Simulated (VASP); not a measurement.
Given:

```xyz
5
Lattice="4.2356 0.0000 0.0000 0.0000 4.2356 0.0000 0.0000 0.0000 4.2356" Properties=species:S:1:pos:R:3 pbc="T T T"
Ba     0.0000     0.0000     0.0000
Hf     2.1178     2.1178     2.1178
O      2.1178     0.0000     2.1178
O      0.0000     2.1178     2.1178
O      2.1178     2.1178     0.0000
```

All values below come from RPBE GGA, VASP's PBE PAW potentials (set 64) (plane waves; VASP). Run with 520 eV cut-off, Gaussian smearing of 0.050 eV, potentials Ba_sv Hf_pv O.

Unless said otherwise, spin-orbit coupling is left out, though it shifts the bands of the heavy elements here.

Q: Give the energies of bands 11 to 22 at the high-symmetry points, in eV from the valence-band maximum.

A: 
```tsv
band	Γ	X	M	R
11	-1.72	-3.82	-4.13	-4.32
12	-1.72	-2.02	-3.61	-3.59
13	-1.72	-2.02	-3.58	-3.59
14	-0.91	-1.74	-2.25	-2.48
15	-0.91	-1.64	-2.25	-2.48
16	-0.91	-1.64	-1.10	-2.48
17	-0.26	-1.55	-0.93	0.00
18	-0.26	-0.57	-0.93	0.00
19	-0.26	-0.57	-0.07	0.00
20	3.56	4.07	6.01	5.90
21	3.56	6.11	6.01	5.90
22	3.56	6.11	6.37	5.90
```

The gap is indirect, 3.56 eV, from the valence maximum at R to the conduction minimum at Γ.

The compound is BaHfO3 in the cubic perovskite structure. It was relaxed first.
